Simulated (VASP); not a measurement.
```
TlCl
1.0
    0.00000     3.16447     3.16447
    3.16447     0.00000     3.16447
    3.16447     3.16447     0.00000
Tl Cl
1 1
Direct
  0.00000   0.00000   0.00000
  0.50000   0.50000   0.50000
```

These are PBEsol GGA, VASP's PBE PAW potentials (set 64) (plane waves; VASP) values and carry that method's errors. Settings: 400 eV cut-off, 7×7×7 Γ-centred mesh, Gaussian smearing of 0.050 eV, potentials Tl_d Cl.

**Question.** Estimate the energy per atom (σ→0).

**Answer.** 
| Property | Value |
|---|---|
| energy per atom (σ→0) | -3.236 eV/atom |

The structure comes from a computed database's TlCl entry (Fm-3m); how it stands against other phases isn't given here. It was relaxed first, which changed the volume by -5 %. The start is the result of an earlier pass.
